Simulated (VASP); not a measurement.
OSZICAR of a VASP run on Al₃₁Ti:

File OSZICAR:
```
       N       E                     dE             d eps       ncg     rms          rms(c)
DAV:   1     0.153232576283E+03    0.15323E+03   -0.28037E+04  1820   0.967E+02
DAV:   2    -0.108685423036E+03   -0.26192E+03   -0.24691E+03  2053   0.148E+02
DAV:   3    -0.127466156017E+03   -0.18781E+02   -0.17617E+02  2328   0.343E+01
DAV:   4    -0.128181387287E+03   -0.71523E+00   -0.70169E+00  2280   0.774E+00
DAV:   5    -0.128199981231E+03   -0.18594E-01   -0.18556E-01  2240   0.140E+00    0.139E+01
RMM:   6    -0.130427436399E+03   -0.22275E+01   -0.64841E+01  2160   0.185E+01    0.133E+01
RMM:   7    -0.125666314355E+03    0.47611E+01   -0.19753E+01  1866   0.125E+01    0.735E+00
RMM:   8    -0.125153657256E+03    0.51266E+00   -0.25881E+00  1820   0.611E+00    0.171E+00
RMM:   9    -0.125169430059E+03   -0.15773E-01   -0.54069E-01  1857   0.170E+00    0.582E-01
RMM:  10    -0.125174959169E+03   -0.55291E-02   -0.10634E-01  1935   0.692E-01    0.404E-01
RMM:  11    -0.125175463272E+03   -0.50410E-03   -0.15754E-02  1864   0.391E-01    0.240E-01
RMM:  12    -0.125175233236E+03    0.23004E-03   -0.66194E-03  1890   0.222E-01    0.953E-02
RMM:  13    -0.125175328199E+03   -0.94963E-04   -0.29099E-03  1858   0.131E-01    0.131E-01
RMM:  14    -0.125175086774E+03    0.24142E-03   -0.62314E-04  1834   0.914E-02    0.367E-02
RMM:  15    -0.125175124069E+03   -0.37294E-04   -0.20631E-04  1823   0.474E-02    0.640E-02
RMM:  16    -0.125175097522E+03    0.26547E-04   -0.10843E-04  1590   0.324E-02    0.238E-02
RMM:  17    -0.125175100840E+03   -0.33184E-05   -0.23822E-05  1252   0.147E-02
   1 F= -.12517510E+03 E0= -.12517380E+03  d E =-.125175E+03
       N       E                     dE             d eps       ncg     rms          rms(c)
DAV:   1    -0.125213116763E+03   -0.38019E-01   -0.47423E-01  2096   0.207E+00    0.217E-01
RMM:   2    -0.125212604328E+03    0.51243E-03   -0.16015E-02  1820   0.464E-01    0.155E-01
RMM:   3    -0.125212978485E+03   -0.37416E-03   -0.44736E-03  1834   0.258E-01    0.196E-01
RMM:   4    -0.125212225605E+03    0.75288E-03   -0.15210E-03  1871   0.158E-01    0.555E-02
RMM:   5    -0.125212238708E+03   -0.13103E-04   -0.44637E-04  1898   0.672E-02    0.336E-02
RMM:   6    -0.125212245319E+03   -0.66105E-05   -0.96786E-05  1798   0.349E-02
   2 F= -.12521225E+03 E0= -.12521076E+03  d E =-.371445E-01
       N       E                     dE             d eps       ncg     rms          rms(c)
DAV:   1    -0.125241970811E+03   -0.29732E-01   -0.25702E+00  1846   0.480E+00    0.514E-01
RMM:   2    -0.125239987117E+03    0.19837E-02   -0.90004E-02  1820   0.110E+00    0.450E-01
RMM:   3    -0.125240007954E+03   -0.20837E-04   -0.26051E-02  1835   0.630E-01    0.417E-01
RMM:   4    -0.125236593234E+03    0.34147E-02   -0.82331E-03  1872   0.354E-01    0.130E-01
RMM:   5    -0.125236647012E+03   -0.53778E-04   -0.22575E-03  1944   0.160E-01    0.797E-02
RMM:   6    -0.125236684560E+03   -0.37548E-04   -0.54447E-04  2101   0.854E-02    0.520E-02
RMM:   7    -0.125236691323E+03   -0.67628E-05   -0.10589E-04  1676   0.325E-02    0.125E-02
RMM:   8    -0.125236690359E+03    0.96389E-06   -0.24908E-05  1233   0.140E-02
   3 F= -.12523669E+03 E0= -.12523494E+03  d E =-.615895E-01
       N       E                     dE             d eps       ncg     rms          rms(c)
DAV:   1    -0.125239144904E+03   -0.24536E-02   -0.13110E-01  1964   0.108E+00    0.121E-01
RMM:   2    -0.125239149303E+03   -0.43992E-05   -0.48910E-03  1820   0.259E-01    0.131E-01
RMM:   3    -0.125238991905E+03    0.15740E-03   -0.13362E-03  1826   0.149E-01    0.781E-02
RMM:   4    -0.125238864961E+03    0.12694E-03   -0.37870E-04  1861   0.738E-02    0.280E-02
RMM:   5    -0.125238866805E+03   -0.18444E-05   -0.10522E-04  1809   0.352E-02    0.166E-02
RMM:   6    -0.125238868043E+03   -0.12378E-05   -0.21237E-05  1176   0.189E-02
   4 F= -.12523887E+03 E0= -.12523715E+03  d E =-.637672E-01
       N       E                     dE             d eps       ncg     rms          rms(c)
DAV:   1    -0.125245047957E+03   -0.61812E-02   -0.89244E-02  1958   0.939E-01    0.974E-02
RMM:   2    -0.125245022538E+03    0.25419E-04   -0.26300E-03  1820   0.192E-01    0.778E-02
RMM:   3    -0.125245050826E+03   -0.28288E-04   -0.80783E-04  1844   0.113E-01    0.777E-02
RMM:   4    -0.125244935794E+03    0.11503E-03   -0.23421E-04  1859   0.644E-02    0.251E-02
RMM:   5    -0.125244937326E+03   -0.15319E-05   -0.72183E-05  1745   0.287E-02
   5 F= -.12524494E+03 E0= -.12524323E+03  d E =-.606928E-02
       N       E                     dE             d eps       ncg     rms          rms(c)
DAV:   1    -0.125248891874E+03   -0.39561E-02   -0.24114E-01  1828   0.154E+00    0.157E-01
RMM:   2    -0.125248881516E+03    0.10359E-04   -0.73753E-03  1820   0.320E-01    0.141E-01
RMM:   3    -0.125248861001E+03    0.20515E-04   -0.22880E-03  1855   0.189E-01    0.122E-01
RMM:   4    -0.125248585167E+03    0.27583E-03   -0.64104E-04  1876   0.104E-01    0.466E-02
RMM:   5    -0.125248589225E+03   -0.40576E-05   -0.20596E-04  1851   0.477E-02    0.280E-02
RMM:   6    -0.125248591933E+03   -0.27085E-05   -0.42877E-05  1445   0.248E-02
   6 F= -.12524859E+03 E0= -.12524694E+03  d E =-.972389E-02
       N       E                     dE             d eps       ncg     rms          rms(c)
DAV:   1    -0.125250444813E+03   -0.18556E-02   -0.30275E-02  2067   0.588E-01    0.539E-02
RMM:   2    -0.125250440863E+03    0.39504E-05   -0.90558E-04  1820   0.119E-01    0.257E-02
RMM:   3    -0.125250474869E+03   -0.34006E-04   -0.23318E-04  1886   0.623E-02    0.446E-02
RMM:   4    -0.125250442819E+03    0.32050E-04   -0.77709E-05  1746   0.384E-02    0.158E-02
RMM:   5    -0.125250444453E+03   -0.16334E-05   -0.21293E-05  1207   0.169E-02
   7 F= -.12525044E+03 E0= -.12524884E+03  d E =-.185252E-02
       N       E                     dE             d eps       ncg     rms          rms(c)
DAV:   1    -0.125251121187E+03   -0.67837E-03   -0.36259E-02  1870   0.644E-01    0.579E-02
RMM:   2    -0.125251114033E+03    0.71543E-05   -0.11150E-03  1820   0.131E-01    0.301E-02
RMM:   3    -0.125251157477E+03   -0.43444E-04   -0.29593E-04  1892   0.698E-02    0.511E-02
RMM:   4    -0.125251115396E+03    0.42081E-04   -0.98800E-05  1750   0.429E-02    0.188E-02
RMM:   5    -0.125251117602E+03   -0.22058E-05   -0.27645E-05  1240   0.188E-02
   8 F= -.12525112E+03 E0= -.12524958E+03  d E =-.252567E-02
```

### Question
Which electronic solver shows in the log?

### Answer
It is blocked Davidson (ALGO = Normal, or the opening steps of other solvers) and then RMM-DIIS (ALGO = Fast or VeryFast). The INCAR had ALGO = Fast.

### Question
Can the final energy be trusted as converged?

### Answer
Self-consistency was reached. It stopped with EDIFF = 1E-5, NELM = 100, NSW = 60 and EDIFFG = -0.03 after 8 ionic steps (PBE GGA, plane waves, VASP's PBE PAW potentials (set 64)).

The cell is a supercell with a defect, built from Al (fcc): Ti_Al. The run is not spin-polarised, so no state with unpaired spins was tried.
